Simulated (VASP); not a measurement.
The system is MgSnO2.

```
Mg Sn O
1.0
     3.70000    0.00000    0.00000
     0.00000    3.70000    0.00000
     0.00000    0.00000    4.40000
Mg Sn O
1 1 2
Direct
  0.50000 0.50000 0.80000
  0.00000 0.00000 0.28000
  0.00000 0.50000 0.00000
  0.50000 0.00000 0.00000
```

The cell was built by a generator and needn't be a form met in nature.

| Quantity | Value |
| --- | --- |
| Program | VASP 6.6.1 |
| Task | relaxation of cell and atoms |
| Functional | PBE |
| Potentials or basis | VASP PAW PBE potentials, release 64 (Mg, Sn_d, O) |
| Cutoff | 520 eV |
| k mesh | 4 × 4 × 4 |
| Occupations | gaussian, width 0.15 eV |
| Spin | no spin polarisation |

At the start: pressure 1.0 GPa; volume 15.06 Å³/atom.

Task: Where does the relaxation end?

Result: Over 17 steps the energy falls by 173.0 meV/atom and the volume is 18.53 Å³/atom (+23.0 %); space group P4mm (No. 99, to 0.05 Å).

The path:
| step | energy change (eV) | largest force (eV/Å) | pressure (GPa) | volume (Å³) |
| --- | --- | --- | --- | --- |
| 1 | 0.0000 | 2.7143 | 1.03 | 60.24 |
| 2 | -0.3871 | 0.9857 | 4.01 | 61.03 |
| 3 | -0.3946 | 0.8324 | 4.17 | 61.15 |
| 4 | -0.5222 | 0.8650 | -0.36 | 65.12 |
| 5 | -0.5334 | 0.8637 | -2.65 | 66.81 |
| 6 | -0.6208 | 0.2824 | -0.37 | 67.26 |
| 7 | -0.6312 | 0.2647 | 0.34 | 67.44 |
| 8 | -0.6315 | 0.2756 | 0.46 | 67.47 |
| 9 | -0.6482 | 0.1020 | 0.91 | 68.08 |
| 10 | -0.6704 | 0.4483 | 2.42 | 69.87 |
| 11 | -0.6768 | 0.4113 | 1.71 | 70.46 |
| 12 | -0.6868 | 0.3303 | 0.65 | 71.82 |
| 13 | -0.6893 | 0.1514 | -0.16 | 74.56 |
| 14 | -0.6885 | 0.1583 | -0.96 | 74.77 |
| 15 | -0.6889 | 0.1500 | -0.78 | 74.66 |
| 16 | -0.6911 | 0.1194 | -0.19 | 74.34 |
| 17 | -0.6920 | 0.0722 | -0.01 | 74.12 |

Final structure:
```
CELL_PARAMETERS angstrom
3.89486 0.00000 0.00000
0.00000 3.89486 0.00000
0.00000 0.00000 4.88571
ATOMIC_POSITIONS crystal
Mg 0.50000 0.50000 0.88847
Sn 0.00000 0.00000 0.21126
O 0.00000 0.50000 0.99014
O 0.50000 0.00000 0.99014
```

Caveat: the k mesh is coarse (spacing up to 0.42 Å⁻¹), so the values aren't converged; the volume moved by over 15 % at a fixed basis, so the end points are rough.
